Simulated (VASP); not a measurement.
All values below come from PBE GGA, VASP's PBE PAW potentials (set 64) (plane waves; VASP).

VASP input:

**POSCAR**
```
Se
1
    1.8764089179    -3.2500355473     0.0000000000
    1.8764089179     3.2500355473    -0.0000000000
    0.0000000000    -0.0000000000     5.1476023739
Se
3
Direct
  1.0000000000   0.2735612708   0.6666670000
  0.7264387292   0.7264387292   0.0000000000
  0.2735612708   1.0000000000   0.3333330000
```

**INCAR**
```
# general
SYSTEM  = Se
PREC    = Accurate
ENCUT   = 500   # plane-wave cut-off (eV)
LREAL   = .False.   # projection in real space or not
LASPH   = .True.   # aspherical one-centre terms

# electronic loop
EDIFF   = 1E-6   # SCF stop (eV)
NELM    = 100   # most electronic steps
ALGO    = Normal   # blocked Davidson
LMAXMIX = 4

# smearing
ISMEAR  = 0
SIGMA   = 0.05   # width (eV)

# functional
GGA     = PE

# ions
IBRION  = 2   # conjugate gradients
NSW     = 40
ISIF    = 3
EDIFFG  = -0.02
PSTRESS = 100   # kbar

# output
LWAVE   = .False.
LCHARG  = .False.
```

KPOINTS:
```
Automatic
0
G
  7 7 5
0 0 0
```

POTCAR, in this order: Se (PBE.64 set). Program: vasp_std.

The resulting files:

OSZICAR:
```
       N       E                     dE             d eps       ncg     rms          rms(c)
DAV:   1     0.831481163386E+02    0.83148E+02   -0.75791E+03   832   0.115E+03
DAV:   2    -0.498599909750E+01   -0.88134E+02   -0.84321E+02  1109   0.185E+02
DAV:   3    -0.100406520077E+02   -0.50547E+01   -0.50152E+01  1002   0.498E+01
DAV:   4    -0.100816356464E+02   -0.40984E-01   -0.40932E-01   922   0.518E+00
DAV:   5    -0.100819323437E+02   -0.29670E-03   -0.29669E-03   982   0.416E-01    0.802E+00
DAV:   6    -0.100591542031E+02    0.22778E-01   -0.21423E-02   887   0.111E+00    0.490E+00
DAV:   7    -0.100543839776E+02    0.47702E-02   -0.40284E-02   882   0.153E+00    0.151E-01
DAV:   8    -0.100539205551E+02    0.46342E-03   -0.60043E-03   837   0.573E-01    0.100E-01
DAV:   9    -0.100539709330E+02   -0.50378E-04   -0.18163E-04  1027   0.105E-01    0.339E-02
DAV:  10    -0.100539885224E+02   -0.17589E-04   -0.24363E-05   852   0.402E-02    0.605E-03
DAV:  11    -0.100539897883E+02   -0.12659E-05   -0.51274E-06   917   0.166E-02    0.347E-03
DAV:  12    -0.100539895063E+02    0.28206E-06   -0.11374E-06   436   0.808E-03
   1 F= -.61353077E+01 E0= -.61353077E+01  d E =-.613531E+01
```

File OUTCAR:
```
------------------------ aborting loop because EDIFF is reached ----------------------------------------
  FORCE on cell =-STRESS in cart. coord.  units (eV):
  Direction    XX          YY          ZZ          XY          YZ          ZX
  --------------------------------------------------------------------------------------
  Total        3.8985981      3.8985980      3.9439001      0.0000000      0.0000000      0.0000000
  in kB       99.4874862     99.4874841    100.6435403      0.0000000      0.0000000      0.0000000
  external PRESSURE =      -0.1271631 kB  Pullay stress =     100.0000000 kB
  volume of cell :       62.78
      direct lattice vectors                 reciprocal lattice vectors
     1.876408918 -3.250035547  0.000000000     0.266466438 -0.153844471  0.000000000
     1.876408918  3.250035547  0.000000000     0.266466438  0.153844471  0.000000000
     0.000000000  0.000000000  5.147602374     0.000000000  0.000000000  0.194265199
 POSITION                                       TOTAL-FORCE (eV/Angst)
 -----------------------------------------------------------------------------------
      0.51331      0.88908      3.43174        -0.001596     -0.002765     -0.000000
      2.72619      0.00000      0.00000         0.003193     -0.000000     -0.000000
      0.51331     -0.88908      1.71587        -0.001596      0.002765      0.000000
 -----------------------------------------------------------------------------------
    total drift:                               -0.000245     -0.000428      0.000013
  FREE ENERGIE OF THE ION-ELECTRON SYSTEM (eV)
  ---------------------------------------------------
  free  energy   TOTEN  =       -10.0539895063 eV

  energy  without entropy=      -10.0539895063  energy(sigma->0) =      -10.05398951
  enthalpy is  TOTEN    =        -6.1353076582 eV   P V=        3.9186818481

 reached required accuracy - stopping structural energy minimisation
```
(Selected blocks of OUTCAR.)

Without a dispersion term in the relaxation, distances and binding between the weakly bound layers, chains or molecules are unreliable, and so is what depends on them.

The compound is Se in the trig structure. It was relaxed first under an external pressure of 10 GPa.
